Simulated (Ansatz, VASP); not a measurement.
# TeAs in two plane-wave programs, part 2 of 2

One calculation is typed for both programs; each brings its own data sets. How far apart do they land? The cell is taken from a series of runs on this material, whose earlier steps may have relaxed, scaled, displaced or heated it; both programs get it as it stands.

VASP 6.6.1 and Ansatz 0.2.0.

So far: The structure; VASP: relaxation of cell and atoms, PBEsol; Ansatz: relaxation of cell and atoms, PBEsol; Comparison.

## Step 5: Ansatz: zone-centre phonons, PBEsol

Level of this step: Ansatz beside VASP: Kohn-Sham DFT, plane waves, PBEsol (Ansatz).

Second derivatives magnify differences that forces hide, and they need a tight electronic threshold.

The cell is taken from a series of runs on this material, whose earlier steps may have relaxed, scaled, displaced or heated it; both programs get it as it stands.

Contents of input.yaml:

```yaml
crystal:
  lattice:
    - [0.0, 2.9238266088, 2.9238266088]
    - [2.9238266088, 0.0, 2.9238266088]
    - [2.9238266088, 2.9238266088, 0.0]
  atoms:
    - { symbol: Te, position: [0.5, 0.5, 0.5] }
    - { symbol: As, position: [0.0, 0.0, 0.0] }
kpoints:
  mp_grid: { grid: [12, 12, 12] }
hamiltonian:
  xc: pbesol
  pseudopotentials: { kind: paw, azcp: { folder: soft_1 }, xc_functional: pbe }
scf:
  occupations: { method: methfessel_paxton, width: 0.2 }
output:
  eigenvalues: true
phonons:
  method: dfpt
```

The run is started by

```bash
$ ansatz run input.yaml --threads 4 --pin off --max-ram 10240MiB --backend cpu --events-out ev --progress --plain --runs-dir out
```

Numbers of over 12 decimals in the logs are rounded to 6 here.

Log:

```text
[...]
Crystal: 2 atoms, lattice volume = 49.990 Å³
Basis set: ecut = 420 eV, 941 PW (Γ), exchange–correlation on 60×60×60 points (8 copies of the dense FFT grid, shifted against one another)
Bands: 20, of which v1, the nominal top of the filled ones, is band 16 counted from 1 (15 counted from 0)
Symmetry: 48 space group operations
k-points: 163 of 1728 (irreducible under 8 space group operations, time reversal used)
[...]
k mesh reduced under 8 symmetry operations, with k and −k counted as one. Each operation leaves every solved perturbation unchanged. A smaller set is not used because it would not reduce the number of displacements times k-points to solve
  ASR residual: 2.373e-5 → 0.000e0 eV/Å²; symmetrization residual: 9.694e-6 eV/Å²
  ASR residual per site (eV/Å²): 2.37e-5 1.02e-5
  Γ frequencies (cm⁻¹): 0.00 0.00 0.00 144.63 144.63 144.63
  non-analytic LO–TO correction: not included (Born effective charges unavailable; polar crystals: no LO–TO splitting at Γ)
[key lines of the parts left out:]
SCF converged after 10 iterations
Free energy (F): -11714.487096 eV
Fermi energy:    10.751975 eV
```

## Step 6: VASP: zone-centre phonons, PBEsol

The same cell, functional, mesh and smearing now go to VASP, with its own data sets.

Contents of INCAR:

```
SYSTEM = TeAs
PREC = Accurate
ENCUT = 500
EDIFF = 1E-08
NELM = 120
ISMEAR = 1
SIGMA = 0.2
LREAL = .FALSE.
ALGO = Normal
GGA = PS
NBANDS = 11
LORBIT = 11
LWAVE = .FALSE.
LCHARG = .FALSE.
ISIF = 2
IBRION = 8
LASPH = .TRUE.
GGA_COMPAT = .FALSE.
KPAR = 2
```

Contents of POSCAR:

```
TeAs
1.0
    0.0000000000      2.9238266088      2.9238266088
    2.9238266088      0.0000000000      2.9238266088
    2.9238266088      2.9238266088      0.0000000000
Te As
1 1
Direct
    0.5000000000      0.5000000000      0.5000000000
    0.0000000000      0.0000000000      0.0000000000
```

Contents of KPOINTS:

```
Automatic mesh
0
Gamma
12 12 12
0 0 0
```

PAW data sets: Te and As (PBE family, release 64).

The run is started by

```bash
$ mpirun -np 2 vasp_std
```

Log:

```text
[banner, memory and clock lines left out]
running    2 mpi-ranks, on    1 nodes
[...]
[... a notice as in an earlier step ...]

 LDA part: xc-table for (Slater+PW92), standard interpolation
 POSCAR, INCAR and KPOINTS ok, starting setup
[...]
entering main loop
       N       E                     dE             d eps       ncg     rms          rms(c)
DAV:   1     0.294934986788E+02    0.29493E+02   -0.42847E+03  1584   0.772E+02
DAV:   2    -0.696225995432E+01   -0.36456E+02   -0.34710E+02  2325   0.117E+02
DAV:   3    -0.850891960647E+01   -0.15467E+01   -0.15361E+01  1929   0.246E+01
DAV:   4    -0.852294857910E+01   -0.14029E-01   -0.14026E-01  1824   0.287E+00
[...]
DAV:  11    -0.849953240203E+01    0.22847E-06   -0.48860E-06  1758   0.101E-02    0.114E-02
DAV:  12    -0.849953254845E+01   -0.14642E-06   -0.93400E-07  1725   0.542E-03    0.299E-03
DAV:  13    -0.849953254457E+01    0.38800E-08   -0.87554E-08  1871   0.174E-03
   1 F= -.84995325E+01 E0= -.84994703E+01  d E =-.186740E-03
[...]
RMM:  11    -0.421259016024E-01    0.11863E-08   -0.81058E-08  5080   0.180E-05    0.651E-07
 first order change of Fermi-energy  -0.14378E-03
 force on displaced ion       1 direction 1 :  -3.718   0.000   0.000
 Linear response progress:
  Degree of freedom:   2/  2
       N       E                     dE             d eps       ncg     rms          rms(c)
RMM:   1    -0.426891158591E-01   -0.42689E-01    0.44733E-02  7733   0.111E+00
RMM:   2    -0.409191936950E-01    0.17699E-02   -0.18175E-03  5710   0.245E-01    0.893E-02
RMM:   3    -0.408611923397E-01    0.58001E-04   -0.30061E-05  5931   0.370E-02    0.524E-02
RMM:   4    -0.408115767164E-01    0.49616E-04   -0.62833E-06  6078   0.176E-02    0.451E-03
RMM:   5    -0.408200395324E-01   -0.84628E-05   -0.39902E-07  6082   0.333E-03    0.976E-04
RMM:   6    -0.408213762855E-01   -0.13368E-05   -0.10989E-07  5951   0.622E-04    0.302E-04
RMM:   7    -0.408203921407E-01    0.98414E-06   -0.74566E-08  6191   0.233E-04    0.287E-05
RMM:   8    -0.408202764725E-01    0.11567E-06   -0.77983E-08  6364   0.456E-05    0.195E-05
RMM:   9    -0.408202799390E-01   -0.34665E-08   -0.77002E-08  6401   0.204E-05    0.334E-06
 first order change of Fermi-energy   0.28324E-03
 force on displaced ion       2 direction 1 :  -3.724   0.000   0.000
 Linear response finished
```

Parts of OUTCAR (step 6):

```text
  Total        0.0341911      0.0341911      0.0341911      0.0000000      0.0000000      0.0000000
  in kB        1.0958180      1.0958180      1.0958180      0.0000000      0.0000000      0.0000000
  external PRESSURE =       1.0958180 kB  Pullay stress =       0.0000000 kB

 POSITION                                       TOTAL-FORCE (eV/Angst)
 -----------------------------------------------------------------------------------
      2.92383      2.92383      2.92383         0.000000     -0.000000      0.000000
      0.00000      0.00000      0.00000        -0.000000      0.000000     -0.000000
 -----------------------------------------------------------------------------------
    total drift:                               -0.000000     -0.000000      0.000000

[... 1 part as in an earlier step ...]

[... 1 further part left out ...]
```

## Step 7: Differences

What differs besides the data sets and the points named for the pairs above, as far as they apply: the data sets hold 31 valence electrons in Ansatz (on its PAW soft_1 files) and 11 in VASP. Total energies have different zeros and are not compared.

Both answers:

| quantity | Ansatz | VASP | difference |
| --- | --- | --- | --- |
| optical mode 1 to 3 (cm⁻¹) | 144.6 | 146.4 | -1.22 % |

Modes are paired by rising frequency, not by their patterns, so a pair may set unlike modes beside each other; they are those without the splitting of longitudinal modes.

## Step 8: Outcome

| Property | Result |
| --- | --- |
| difference in volume (relaxation of cell and atoms, PBEsol) | -0.14 % |
| r.m.s. difference of the optical zone-centre modes, each program's sorted by frequency (zone-centre phonons, PBEsol) | 1.8 cm⁻¹ |
| difference in optical mode 1 to 3 (zone-centre phonons, PBEsol) | -1.2 % |

In words: The difference in volume is -0.14 % (relaxation of cell and atoms, PBEsol), within the 1.2 % picked in this series as the mark of a large difference, as far as the stopping tolerances let one tell. The data sets hold unlike numbers of valence electrons (31 in Ansatz and 11 in VASP), so part of the differences comes from the potentials. Among the rows given in per cent, the largest difference of the zone-centre phonons, PBEsol pair is in optical mode 1 to 3, -1.2 %. 1 further run of this series is not shown here. How closely two codes agree says nothing of how well the functional describes the real material.

[Lines on the potential files, build, host, timing and source positions are cut from VASP's logs without a mark.]

[Logs are printed without paths, hosts, clocks, repeated set-up lines and the standing remarks that a program may print on its own settings, such as how far it seeks lower states.]

[Hosts, paths, dates, database ids (printed as entryN), source tags and the programs' standing remarks are cut or masked in the printed files.]
